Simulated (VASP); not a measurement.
The system is Cd2CuO3.

```xyz
6
Lattice="4.6775 0.0000 0.0000 0.0000 4.6775 0.0000 0.0000 0.0000 4.2732" Properties=species:S:1:pos:R:3 pbc="T T T"
Cd    0.0000    2.3387    2.1366
Cd    2.3387    0.0000    2.1366
Cu    0.0000    0.0000    2.1366
O     2.3387    2.3387    1.4627
O     2.3387    2.3387    2.8106
O     0.0000    0.0000    0.0000
```

The cell was built by a generator and needn't be a form met in nature.

The cell isn't the ideal one: random cell by space group and Wyckoff sites (P4/mmm, No. 123).

- Program: VASP 6.6.1
- Task: relaxation of cell and atoms
- Functional: PBE
- Potentials or basis: VASP PAW PBE potentials, release 64 (Cd, Cu, O)
- Cutoff: 600 eV
- k mesh: 3 × 3 × 3
- Occupations: gaussian, width 0.15 eV
- Spin: collinear spin, typed start
- Starting moments: [0.0, 0.0, 1.0, 0.0, 0.0, 0.0] μB

At the start: pressure 11.7 GPa; volume 15.58 Å³/atom.

Question: How do energy, volume and symmetry change on relaxing?

Answer: Over 13 steps the energy falls by 330.8 meV/atom and the volume is 15.53 Å³/atom (-0.3 %); space group P4/mmm (No. 123, to 0.05 Å); moment 0.00 μB per cell.

Step by step:
```
step  energy change (eV)  largest force (eV/Å)  pressure (GPa)  volume (Å³)
   1              0.0000                6.5435           11.71        93.49
   2             -0.5381                1.5472          -10.91       109.47
   3             -1.1216                0.6631           -3.48       100.68
   4             -1.8567                0.1104           -2.99        98.12
   5             -1.9547                0.3935           -1.65        96.95
   6             -1.9662                0.3791           -0.82        96.46
   7             -1.9670                0.3674           -0.54        96.30
   8             -1.9752                0.0231           -0.57        95.47
   9             -1.9752                0.0424           -0.58        95.42
  10             -1.9807                0.0195           -0.06        94.41
  11             -1.9831                0.0620            0.60        93.24
  12             -1.9842                0.1273            0.26        93.16
  13             -1.9848                0.0542            0.36        93.19
```

Final structure:
```
Cd Cu O
1.0
     5.00392    0.00000    0.00000
     0.00000    5.00392    0.00000
     0.00000    0.00000    3.72169
Cd Cu O
2 1 3
Direct
  0.00000 0.50000 0.50000
  0.50000 0.00000 0.50000
  0.00000 0.00000 0.50000
  0.50000 0.50000 0.29322
  0.50000 0.50000 0.70678
  0.00000 0.00000 0.00000
```

Caveat: the k mesh is coarse (spacing up to 0.49 Å⁻¹), so the values aren't converged; the relaxation stopped at a loose force limit of 0.08 eV/Å, so its end isn't a converged minimum.
